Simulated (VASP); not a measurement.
# FeSi (B20): computed properties

Method: LDA (Ceperley-Alder, Perdew-Zunger), VASP's LDA PAW potentials (set 64) (plane waves; VASP).

```
Quantity                                                                                                                    Result
---------------------------------------------  -----------------------------------------------------------------------------------
space group                                                                                                            P2_13 (198)
cell                                                                                      a = b = c = 4.3709 Å, α = β = γ = 90.00°
volume per atom                                                                                                      10.44 Å³/atom
band gap (over mesh and band path)                                                                                         0.12 eV
smallest direct gap (over mesh and band path)                                                                              0.15 eV
band-edge character                                                                           indirect, Γ-R at 0.27 to M-Γ at 0.45
density                                                                                                                 6.68 g/cm³
optical Γ-point spectrum                       215 (×2), 235 (×3), 253, 311 (×3), 358 (×3), 361 (×2), 384 (×3), 418, 489 (×3) cm⁻¹
```

```
FeSi
1.0
    4.37093     0.00000     0.00000
    0.00000     4.37093     0.00000
    0.00000     0.00000     4.37093
Fe Si
4 4
Direct
  0.86281   0.63719   0.36281
  0.36281   0.86281   0.63719
  0.13719   0.13719   0.13719
  0.63719   0.36281   0.86281
  0.15908   0.34092   0.65908
  0.65908   0.15908   0.34092
  0.84092   0.84092   0.84092
  0.34092   0.65908   0.15908
```

Measured: gap 0.05 eV (computed value off by +0.07 eV), as given by Jan M Tomczak, Journal of Physics Condensed Matter (2018), arXiv:1802.07220; a 4.483 Å (computed value off by -2.5 %), as given by Wikipedia, Iron monosilicide. The calculation is for a static lattice, while the measured a holds thermal and zero-point effects, which are part of the difference.

The compound is FeSi in the B20 structure. It was relaxed first, which changed the volume by -8 %. Symmetry was kept, so distortions that lower it aren't found. The run is not spin-polarised, so no magnetic state was tried.
